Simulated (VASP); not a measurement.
Data:

```xyz
2
Lattice="0.0000 3.4450 3.4450 3.4450 0.0000 3.4450 3.4450 3.4450 0.0000" Properties=species:S:1:pos:R:3 pbc="T T T"
Rb     0.0000     0.0000     0.0000
Br     3.4450     3.4450     3.4450
```

Method: PBE GGA, VASP's PBE PAW potentials (set 64) (plane waves; VASP). Numerical set-up: 300 eV cut-off, 8×8×8 Γ-centred mesh, Fermi-Dirac smearing of 0.020 eV, potentials Rb_sv Br.

Task: Give the energies of bands 6 to 11 at the high-symmetry points, in eV from the valence-band maximum.

Result: 
| band | Γ | X | U | L | W |
|---|---|---|---|---|---|
| 6 | 0.00 | -0.47 | -0.48 | -0.96 | -0.48 |
| 7 | 0.00 | -0.16 | -0.41 | -0.34 | -0.34 |
| 8 | 0.00 | -0.16 | -0.26 | -0.34 | -0.34 |
| 9 | 4.32 | 5.62 | 6.34 | 6.77 | 7.07 |
| 10 | 7.27 | 7.07 | 8.05 | 7.66 | 7.07 |
| 11 | 7.27 | 9.12 | 8.11 | 9.44 | 8.20 |

The gap is direct, 4.32 eV, from the valence maximum at Γ to the conduction minimum at Γ.

The structure is a typed RbBr crystal (Fm-3m). The cell was not relaxed at this level.
